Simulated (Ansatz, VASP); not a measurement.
**Cross-check of SnAs between VASP and Ansatz**

Wanted: the spread between two codes on one cell, functional and k mesh.

Method: plane waves, with VASP 6.6.1 beside it; relaxation of cell and atoms at PBEsol, in Ansatz 0.2.0.

The database entry behind the starting cell differs from later determinations by our own check (an axis about 0.7 % short against later determinations), so it need not match the best structure at ambient conditions.

## (1) The starting structure

Symmetry: Fm-3m, No. 225, cubic system. The conventional cell has a = 5.681 Å, b = 5.681 Å, c = 5.681 Å, α = 90.00°, β = 90.00°, γ = 90.00°. Sn has 6 As at 2.84 Å nearest. Nearest to As lie 6 Sn at 2.84 Å. Farther neighbours are not listed.

## (2) VASP: relaxation of cell and atoms, PBEsol

The relaxed volume is the usual yardstick between codes: its relative difference is about their pressure difference at one cell divided by the bulk modulus.

Lines of VASP's logs that name or quote its potential files are left out, and so is its time.

INCAR reads:

```
SYSTEM = SnAs
PREC = Accurate
ENCUT = 400
EDIFF = 1E-06
NELM = 100
ISMEAR = 0
SIGMA = 0.05
LREAL = .FALSE.
ALGO = Normal
GGA = PS
NBANDS = 15
LORBIT = 11
LWAVE = .FALSE.
LCHARG = .FALSE.
KPAR = 2
IBRION = 2
NSW = 60
ISIF = 3
EDIFFG = -0.01
```

POSCAR reads:

```
SnAs
1.0
    0.0000000000      2.8405000000      2.8405000000
    2.8405000000      0.0000000000      2.8405000000
    2.8405000000      2.8405000000      0.0000000000
Sn As
1 1
Direct
    0.0000000000      0.0000000000      0.0000000000
    0.5000000000      0.5000000000      0.5000000000
```

KPOINTS reads:

```
Automatic mesh
0
Gamma
8 8 8
0 0 0
```

Potentials, in the order of the species: Sn_d and As (PBE family, release 64).

Run with:

```sh
mpirun -np 2 vasp_std
```

Numbers of over 12 decimals in the logs are rounded to 6 here.

Output:

```text
[banner, memory and clock lines left out]
running    2 mpi-ranks, on    1 nodes
 distrk:  each k-point on    1 cores,    2 groups
 distr:  one band on    1 cores,    1 groups

 POSCAR found type information on POSCAR SnAs
 POSCAR found :  2 types and       2 ions
|                                                                             |
|               ----> ADVICE to this user running VASP <----                  |
|                                                                             |
|     You enforced a specific xc type in the INCAR file but a different       |
|     [... a line on the potential file left out ...]
|     I HOPE YOU KNOW WHAT YOU ARE DOING!                                     |
|                                                                             |

 LDA part: xc-table for (Slater+PW92), standard interpolation
 POSCAR, INCAR and KPOINTS ok, starting setup
 FFT: planning ... GRIDC
 FFT: planning ... GRID_SOFT
 FFT: planning ... GRID
 WAVECAR not read
 entering main loop
       N       E                     dE             d eps       ncg     rms          rms(c)
DAV:   1     0.107728675692E+03    0.10773E+03   -0.79843E+03   898   0.135E+03
DAV:   2    -0.112920166619E+01   -0.10886E+03   -0.10599E+03   961   0.340E+02
DAV:   3    -0.943645142206E+01   -0.83072E+01   -0.82757E+01  1094   0.846E+01
DAV:   4    -0.961365474012E+01   -0.17720E+00   -0.17717E+00  1018   0.134E+01
DAV:   5    -0.961947414875E+01   -0.58194E-02   -0.58193E-02  1249   0.223E+00    0.285E+00
DAV:   6    -0.951143963540E+01    0.10803E+00   -0.19908E-01  1292   0.498E+00    0.167E+00
DAV:   7    -0.950197476981E+01    0.94649E-02   -0.47008E-02  1168   0.180E+00    0.544E-01
DAV:   8    -0.950084156770E+01    0.11332E-02   -0.48493E-03  1096   0.782E-01    0.711E-02
DAV:   9    -0.950079632189E+01    0.45246E-04   -0.59089E-04  1239   0.294E-01    0.583E-02
DAV:  10    -0.950079399974E+01    0.23221E-05   -0.43938E-05  1045   0.526E-02    0.319E-02
DAV:  11    -0.950079027217E+01    0.37276E-05   -0.23129E-05  1338   0.518E-02    0.525E-03
DAV:  12    -0.950079042968E+01   -0.15751E-06   -0.17450E-06   888   0.884E-03
   1 F= -.95007904E+01 E0= -.94993321E+01  d E =-.950079E+01
 curvature:   0.00 expect dE= 0.000E+00 dE for cont linesearch  0.000E+00
 trial: gam= 0.00000 g(F)=  0.382E-60 g(S)=  0.117E-01 ort = 0.000E+00 (trialstep = 0.100E+01)
 search vector abs. value=  0.117E-01
 bond charge predicted
       N       E                     dE             d eps       ncg     rms          rms(c)
DAV:   1    -0.963323201121E+01   -0.13244E+00   -0.28426E+00  1066   0.296E+01    0.195E+00
DAV:   2    -0.953110436843E+01    0.10213E+00   -0.16151E-01  1080   0.718E+00    0.890E-01
DAV:   3    -0.950484444731E+01    0.26260E-01   -0.75112E-02  1104   0.453E+00    0.122E-01
DAV:   4    -0.950424538786E+01    0.59906E-03   -0.27942E-03   975   0.602E-01    0.624E-02
DAV:   5    -0.950393735933E+01    0.30803E-03   -0.19444E-04  1354   0.129E-01    0.190E-02
DAV:   6    -0.950391718115E+01    0.20178E-04   -0.56779E-05  1108   0.128E-01    0.641E-03
DAV:   7    -0.950391630711E+01    0.87404E-06   -0.34002E-06   961   0.228E-02
   2 F= -.95039163E+01 E0= -.95026009E+01  d E =-.312588E-02
 trial-energy change:   -0.003126  1 .order   -0.003209   -0.011710    0.005292
 step:   0.6824(harm=  0.6887)  dis= 0.00000  next Energy=    -9.504759 (dE=-0.397E-02)
 bond charge predicted
       N       E                     dE             d eps       ncg     rms          rms(c)
DAV:   1    -0.951793401721E+01   -0.14017E-01   -0.27594E-01  1073   0.879E+00    0.628E-01
DAV:   2    -0.950745995387E+01    0.10474E-01   -0.16765E-02  1073   0.237E+00    0.282E-01
DAV:   3    -0.950487688576E+01    0.25831E-02   -0.71090E-03  1111   0.142E+00    0.403E-02
DAV:   4    -0.950482250237E+01    0.54383E-04   -0.25756E-04   919   0.175E-01    0.206E-02
DAV:   5    -0.950479654513E+01    0.25957E-04   -0.20684E-05  1318   0.422E-02    0.467E-03
DAV:   6    -0.950479620420E+01    0.34093E-06   -0.26137E-06   898   0.257E-02
   3 F= -.95047962E+01 E0= -.95033927E+01  d E =-.400577E-02
 curvature:  -0.34 expect dE=-0.606E-06 dE for cont linesearch -0.606E-06
 trial: gam= 0.00000 g(F)=  0.485E-62 g(S)=  0.176E-05 ort =-0.144E-03 (trialstep = 0.936E+00)
 search vector abs. value=  0.176E-05
 reached required accuracy - stopping structural energy minimisation
```

OUTCAR, selected parts (step 2):

```text
ion  position               nearest neighbor table
   1  0.000  0.000  0.000-   2 2.84   2 2.84   2 2.84   2 2.84   2 2.84   2 2.84
   2  0.500  0.500  0.500-   1 2.84   1 2.84   1 2.84   1 2.84   1 2.84   1 2.84

  LATTYP: Found a face centered cubic cell.
 ALAT       =     5.6810000000

 Subroutine GETGRP returns: Found 48 space group operations
 (whereof 48 operations were pure point group operations)

The static configuration has the point symmetry O_h .

 Found     29 irreducible k-points:

   k-points           NKPTS =     29   k-points in BZ     NKDIM =     29   number of bands    NBANDS=     15

   dimension x,y,z NGX =    28 NGY =   28 NGZ =   28
   dimension x,y,z NGXF=    56 NGYF=   56 NGZF=   56

   ENCUT  =  400.0 eV  29.40 Ry    5.42 a.u.   6.55  6.55  6.55*2*pi/ulx,y,z

   NELECT =      19.0000    total number of electrons

 k-points in reciprocal lattice and weights: Automatic mesh
   0.00000000  0.00000000  0.00000000       0.002
   0.12500000  0.00000000  0.00000000       0.016
   0.25000000  0.00000000  0.00000000       0.016
   0.37500000  0.00000000  0.00000000       0.016
   0.50000000  0.00000000  0.00000000       0.008
   0.12500000  0.12500000  0.00000000       0.012
   0.25000000  0.12500000  0.00000000       0.047
   0.37500000  0.12500000  0.00000000       0.047
   0.50000000  0.12500000  0.00000000       0.047
[...]
-0.37500000  0.50000000  0.12500000       0.023
  -0.25000000  0.50000000  0.25000000       0.012

 average (electrostatic) potential at core
       1 -99.9276       2 -47.4313

 E-fermi :   6.8347

 k-point     1 :       0.0000    0.0000    0.0000
  band No.  band energies     occupation
    ...
      6      -6.2568      2.00000
      7       4.2900      2.00000
      8       5.8639      2.00000
      9       5.8639      2.00000
     10       5.8639      2.00000
     11      12.4224      0.00000
     12      12.4224      0.00000
     13      12.4224      0.00000
     14      12.9446      0.00000
     15      12.9446      0.00000

 k-point     2 :       0.1250    0.0000    0.0000
  band No.  band energies     occupation
    ...
      6      -6.0691      2.00000
      7       2.9660      2.00000
      8       5.8854      2.00000
      9       5.8854      2.00000
     10       6.8131      1.45917
     11      11.3997      0.00000
     12      11.3997      0.00000
     13      11.4530      0.00000
     14      12.9493      0.00000
     15      13.3856      0.00000

 k-point     3 :       0.2500    0.0000    0.0000
  band No.  band energies     occupation
    ...
      5     -14.4942      2.00000
      6      -5.5229      2.00000
      7       1.0427      2.00000
      8       5.9842      2.00000
      9       5.9842      2.00000
     10       7.5793      0.00000
     11       9.9272      0.00000
     12       9.9272      0.00000
     13      10.3456      0.00000
     14      13.4700      0.00000
    ...

  Total       -0.0049332     -0.0049332     -0.0049332     -0.0000000      0.0000000     -0.0000000
  in kB       -0.1690538     -0.1690538     -0.1690538     -0.0000000      0.0000000     -0.0000000
  external PRESSURE =      -0.1690538 kB  Pullay stress =       0.0000000 kB

  energy-cutoff  :      400.00
  volume of cell :       46.75
      direct lattice vectors                 reciprocal lattice vectors
     0.000000000  2.859308038  2.859308038    -0.174867483  0.174867483  0.174867483
     2.859308038  0.000000000  2.859308038     0.174867483 -0.174867483  0.174867483
     2.859308038  2.859308038 -0.000000000     0.174867483  0.174867483 -0.174867483

 POSITION                                       TOTAL-FORCE (eV/Angst)
 -----------------------------------------------------------------------------------
      0.00000      0.00000      0.00000         0.000000     -0.000000      0.000000
      2.85931      2.85931      2.85931         0.000000      0.000000     -0.000000
 -----------------------------------------------------------------------------------
    total drift:                               -0.000000      0.000000      0.000000

  FREE ENERGIE OF THE ION-ELECTRON SYSTEM (eV)
  ---------------------------------------------------
  free  energy   TOTEN  =        -9.5047962042 eV

  energy  without entropy=       -9.5019892624  energy(sigma->0) =       -9.50339273

 reached required accuracy - stopping structural energy minimisation

 total charge
# of ion       s       p       d       tot
------------------------------------------
    1        1.224   0.946  10.016  12.186
    2        1.266   1.446   0.033   2.745
--------------------------------------------------
tot          2.489   2.392  10.050  14.931

[... 3 further parts left out ...]
```

CONTCAR:

```
SnAs
   1.00000000000000
     0.0000000000000000    2.8593080381245444    2.8593080381245444
     2.8593080381245444    0.0000000000000000    2.8593080381245444
     2.8593080381245444    2.8593080381245444   -0.0000000000000000
  Sn              As
     1     1
Direct
     0.0000000000000000    0.0000000000000000    0.0000000000000000
     0.5000000000000000    0.5000000000000000    0.5000000000000000
```

This run has no spin polarisation. Its electron count is odd, so without a moment it is a metal by construction.

## (3) Ansatz: relaxation of cell and atoms, PBEsol

Ansatz runs on its default PAW (the set named soft_2) files.

The same cell, functional, mesh and smearing now go to Ansatz, which takes its cutoff from its data sets.

input.yaml reads:

```yaml
crystal:
  lattice:
    - [0.0, 2.8405, 2.8405]
    - [2.8405, 0.0, 2.8405]
    - [2.8405, 2.8405, 0.0]
  atoms:
    - { symbol: Sn, position: [0.0, 0.0, 0.0] }
    - { symbol: As, position: [0.5, 0.5, 0.5] }
hamiltonian:
  xc: pbesol
  pseudopotentials: { kind: paw }
kpoints:
  mp_grid: { grid: [8, 8, 8] }
scf:
  occupations: { method: gaussian, width: 0.05 }
relax:
  f_tol: 0.01
  max_steps: 60
  cell: { stress_tol: 0.05 }
output:
  forces: true
  stress: true
```

Run with:

```sh
ansatz run input.yaml --threads 4 --pin off --max-ram 9216MiB --backend cpu --events-out ev --progress --plain --runs-dir out
```

Output:

```text
Engine: ansatz 0.2.0, x86_64-unknown-linux-gnu
Pseudopotentials: kind: paw
Pseudopotential: Sn, paw, valence charge 14, recommended cutoff 420 eV (normal), Sn.paw.azcp
Pseudopotential: As, paw, valence charge 15, recommended cutoff 420 eV (normal), As.paw.azcp
Functional definition: PBEsol
  exchange = pbesol_x
  correlation = pbesol_c
Crystal: 2 atoms, lattice volume = 45.837 Å³
Basis set: ecut = 420 eV, 893 PW (Γ), exchange–correlation on 54×54×54 points (8 copies of the dense FFT grid, shifted against one another)
Bands: 19, of which v1, the nominal top of the filled ones, is band 15 counted from 1 (14 counted from 0)
Symmetry: 48 space group operations
Space group: Fm-3m (ITA 225), of the structure as read, at distance tolerance 3.6e-5 Å
k-points: 29 of 512
Non-local potential: Sn, projectors of the file, l = 0: 2, l = 1: 2, l = 2: 2, l = 3: 2
Non-local potential: As, projectors of the file, l = 0: 2, l = 1: 2, l = 2: 3, l = 3: 1
PAW form: soft (Blöchl's): semilocal exchange-correlation on the pseudo side does not see the compensation charge
PAW frozen core: Sn, regenerated for the run's functional, and the local potential with it (the file was generated under x = pbe(κ = 0.804, μ = 0.219515), c = pbe(β = 0.066725))
PAW frozen core: As, regenerated for the run's functional, and the local potential with it (the file was generated under x = pbe(κ = 0.804, μ = 0.219515), c = pbe(β = 0.066725))
PAW one-centre angular grid: Sn, 590 points (default); XC on 64 Gauss nodes
PAW one-centre angular grid: As, 590 points (default); XC on 64 Gauss nodes
Initial density: superposition of atomic densities (neutral atoms: chi_scale 0, normalization atom), corrected by the library's trained network
Initial wavefunctions: pseudopotential atomic-orbital guess
Functional: x = pbesol(κ = 0.804, μ = 0.123457), c = pbesol(β = 0.046)
SCF iter   1: F=—  HF=-10762.941792 eV  |F-HF|=—  |Δ(HF+E_count)|=         —  Δρ=2.58e-3  dr2=3.98e-3  ethr=1.77e-3  ⟨swp⟩=6.0  Hψ=2707  notcnv=0
preconditioner: auto → Kerker (q_TF=auto, 2.528 Å⁻¹)  [metal: Δε(μ)=0.019 eV  Ē_g=18.408 eV  σ=0.050 eV  W_gap=0.21  n_scr=14 (ndim 8)  ℏωp=23.9 eV  f_vac=0.000  D(μ)=2.29/eV (n_scr^D=14)]
SCF iter   2: F=—  HF=-10762.939310 eV  |F-HF|=—  |Δ(HF+E_count)|=   2.48e-3  Δρ=1.58e-3  dr2=1.39e-3  ethr=1.37e-5  ⟨swp⟩=2.5  Hψ=1138  notcnv=0
SCF iter   3: F=—  HF=-10762.938936 eV  |F-HF|=—  |Δ(HF+E_count)|=   3.74e-4  Δρ=5.07e-4  dr2=1.79e-4  ethr=4.80e-6  ⟨swp⟩=2.6  Hψ=799  notcnv=0  defer=1
SCF iter   4: F=—  HF=-10762.938898 eV  |F-HF|=—  |Δ(HF+E_count)|=   3.87e-5  Δρ=2.43e-4  dr2=2.75e-5  ethr=6.18e-7  ⟨swp⟩=2.9  Hψ=917  notcnv=0  defer=1
SCF iter   5: F=—  HF=-10762.938902 eV  |F-HF|=—  |Δ(HF+E_count)|=   4.41e-6  Δρ=6.67e-5  dr2=2.96e-6  ethr=9.49e-8  ⟨swp⟩=2.0  Hψ=822  notcnv=0  defer=1
SCF iter   6: F=—  HF=-10762.938902 eV  |F-HF|=—  |Δ(HF+E_count)|=   4.74e-7  Δρ=3.64e-5  dr2=4.33e-7  ethr=1.02e-8  ⟨swp⟩=2.1  Hψ=903  notcnv=0  defer=1
SCF iter   7: F=-10762.938902 eV  HF=-10762.938902 eV  |F-HF|=3.80e-8  |Δ(HF+E_count)|=   2.48e-7  Δρ=1.05e-5  dr2=4.15e-8  ethr=3.45e-10  ⟨swp⟩=4.9  Hψ=1917  notcnv=0
SCF 1 converged in 7 iterations: F = -10762.938902 eV  dr2 = 4.15e-8
  greatest PAW one-centre occupation: 0.999 electrons in one spin orbital (limit 2), on the As atom at site 1 (counted from 0), in its partial waves of l = 2
relax step   1: F+E_penalty+E_count = -10762.93890220 eV  Δ(F+E_penalty+E_count) = +0.000e0 eV  max|allowed force component| = 1.052e-30 eV/Å  Δτ_max = 0.0000 Å  P = +1.344 GPa  Ω = 45.837 Å³  (7 SCF iters, dr2 threshold 1.00e-7 eV, accepted)
[...]
relax step   2: F+E_penalty+E_count = -10762.93942936 eV  Δ(F+E_penalty+E_count) = -5.272e-4 eV  max|allowed force component| = 6.574e-30 eV/Å  Δτ_max = 0.0000 Å  P = -1.115 GPa  Ω = 47.474 Å³  energy of the carried Pulay correction = -4.147e-4 eV  (4 SCF iters, dr2 threshold 2.00e-7 eV, accepted)
[...]
relax step   3: F+E_penalty+E_count = -10762.94229795 eV  Δ(F+E_penalty+E_count) = -2.869e-3 eV  max|allowed force component| = 8.217e-31 eV/Å  Δτ_max = 0.0000 Å  P = -0.011 GPa  Ω = 46.718 Å³  energy of the carried Pulay correction = -2.249e-4 eV  (5 SCF iters, dr2 threshold 2.00e-7 eV, accepted)
[...]
relax step   4: F+E_penalty+E_count = -10762.94253067 eV  Δ(F+E_penalty+E_count) = -2.327e-4 eV  max|allowed force component| = 6.492e-31 eV/Å  Δτ_max = 0.0000 Å  P = -0.012 GPa  Ω = 46.718 Å³  stress off target by 1.20e-2 GPa  SCF on the basis re-selected at this cell (its energy is not comparable with the rows above)  (6 SCF iters)
basis re-selected at this cell: Δ(F+E_penalty+E_count) = -2.327e-4 eV, ΔP = -0.001 GPa vs the last step (what re-selecting the basis moved, of the pressure what is left beyond the Pulay correction that the steps carried, after the strain that the cell walked since its last selection, with what the two solves' SCF thresholds leave and, on support functions, any second-order correction that the steps lacked; it is no measure of the basis error at this ecutwfc). The dense FFT grid was sized anew with the basis: this SCF ran on 30×30×30 points, the steps before it on 27×27×27, so part of this shift can come from that change (see relax.cell in the input reference). [rest of the remark cut]
SCF converged after 6 iterations
Free energy (F): -10762.942531 eV
Harris-Foulkes:  -10762.942531 eV  (|F-HF|=3.64e-12)
Internal energy: -10762.939773 eV  (E = F + TS)
E sigma→0 (E₀):  -10762.941152 eV
Entropy (-TS):   -0.002758 eV (-1.379 meV/atom)
Fermi energy:    10.887235 eV
--- Per-component energies (eV) ---
  E_band       = -299.587909
  E_kinetic    = 290.565392
  E_local      = -2473.549045  (includes V_loc(G=0)·N_el)
  E_nonlocal   = -698.780110
  E_hartree    = 1441.208194
  E_xc         = -458.379077
  E_vxc        = -176.746092  (∫ρ·V_xc dr)
  E_paw        = -5858.068674  (= ΣΔE_a)
  E_vpaw       = -123.494484  (= ΣTr[D̂ρ^β])
  E_aug_tail   = 0.000009  (compensation charges beyond the density's cutoff)
  E_ewald      = -3007.187730
  E_core_change = 1.251268  (= ΣΔE_core)
  E_smearing   = -0.002758  (= −TS)
  E_closure    = 0.000000  (closes the sum)
  Σ components = -10762.942531   (vs F -10762.942531, Δ=0.00e0)
--- Forces (eV/Å), atoms counted from 1 ---
  atom   1  Sn     0.00000000    -0.00000000     0.00000000
  atom   2  As    -0.00000000     0.00000000     0.00000000
  max |Σ_I F_I| component: 1.15e-30 eV/Å
--- Stress (GPa, compression-positive) ---
       -0.012041      -0.000000      -0.000000
       -0.000000      -0.012041      -0.000000
       -0.000000      -0.000000      -0.012041
  P = ⅓ Tr σ = -0.0120 GPa (-0.120 kbar)
--- Relaxed structure (3 steps of the walk, 3 accepted, 1 SCFs on fresh bases) ---
  F+E_penalty+E_count = -10762.94253067 eV   max|allowed force component| = 6.492e-31 eV/Å   (the final SCF, on the basis selected at the relaxed cell)
  cell:  # Å, volume = 46.7176 Å³
    - [0, 2.858578, 2.858578]
    - [2.858578, 0, 2.858578]
    - [2.858578, 2.858578, 0]
  atoms:
    - { symbol: Sn, position: [0, 0, 0] }
    - { symbol: As, position: [0.5, 0.5, 0.5] }
```

Elapsed: 1.4 s, on 4 threads of AMD EPYC 9R14 (Zen 4), shared host; peak memory 0.43 GiB.

## (4) Side by side

Known differences besides the potentials themselves: both relaxations stop at a tolerance, which leaves soft axes loose, and VASP keeps its plane-wave basis; the data sets hold 29 valence electrons in Ansatz (default PAW (the set named soft_2) files) and 19 in VASP; the cutoff is 420 eV in Ansatz and 400 eV in VASP; Ansatz makes its cores anew for this functional, VASP keeps those of its PBE data sets; VASP leaves aspherical gradient terms in its spheres out (LASPH is not set), Ansatz keeps them; Ansatz adds a Pulay correction to the stress that steers its cell, VASP none. Total energies have different zeros and are not compared.

Compared:

```tsv
quantity	Ansatz	VASP	difference
volume (Å³)	46.72	46.75	-0.08 %
edge a after relaxation, in the typed setting (Å)	4.043	4.044	-0.03 %
```

The walks stopped with -0.01 GPa left in Ansatz and -0.02 GPa in VASP; each walk ends within a tolerance, so the volume difference is uncertain by about these residues over the bulk modulus, most in soft cells.

## (5) What came out

| Quantity | Value |
| --- | --- |
| difference in volume (relaxation of cell and atoms, PBEsol) | -0.077 % |

The difference in volume is -0.077 % (relaxation of cell and atoms, PBEsol), within the 1.2 % picked in this series as the mark of a large difference, as far as the stopping tolerances let one tell. How closely two codes agree says nothing of how well the functional describes the real material.

[Lines on the potential files, build, host, timing and source positions are cut from VASP's logs without a mark.]

[Logs are printed without paths, hosts, clocks, repeated set-up lines and the standing remarks that a program may print on its own settings, such as how far it seeks lower states.]

[Hosts, paths, dates, database ids (printed as entryN), source tags and the programs' standing remarks are cut or masked in the printed files.]
